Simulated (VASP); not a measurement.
The system is Si2W.

```
Si W
1.0
    -1.60690    1.60690    3.91495
     1.60690   -1.60690    3.91495
     1.60690    1.60690   -3.91495
Si W
2 1
Direct
  0.33470 0.33470 0.00000
  0.66530 0.66530 0.00000
  0.00000 0.00000 0.00000
```

```yaml
Program: VASP 6.6.1
Task: relaxation of cell and atoms
Functional: PBE
Potentials_or_basis: VASP PAW PBE potentials, release 64 (Si, W_sv)
Cutoff: 520 eV
k_mesh: 15 × 15 × 15
Occupations: gaussian, width 0.1 eV
Spin: no spin polarisation
```

At the start: pressure 3.4 GPa; volume 13.48 Å³/atom.

Q: Where does the relaxation end?

A: Over 6 steps the energy falls by 2.1 meV/atom and the volume is 13.67 Å³/atom (+1.5 %); space group I4/mmm (No. 139, to 0.05 Å).

The path:
```tsv
step	energy change (eV)	largest force (eV/Å)	pressure (GPa)	volume (Å³)
1	0.0000	0.0609	3.35	40.44
2	0.0130	0.1009	-5.46	42.11
3	-0.0062	0.0008	-0.01	41.03
4	-0.0062	0.0004	0.05	41.02
5	-0.0062	0.0004	0.06	41.02
6	-0.0062	0.0004	0.05	41.02
```

Final structure:
```xyz
3
Lattice="-1.6148 1.6148 3.9330 1.6148 -1.6148 3.9330 1.6148 1.6148 -3.9330" Properties=species:S:1:pos:R:3 pbc="T T T"
Si    0.0000    0.0000    2.6317
Si    0.0000    0.0000    5.2343
W     0.0000    0.0000    0.0000
```
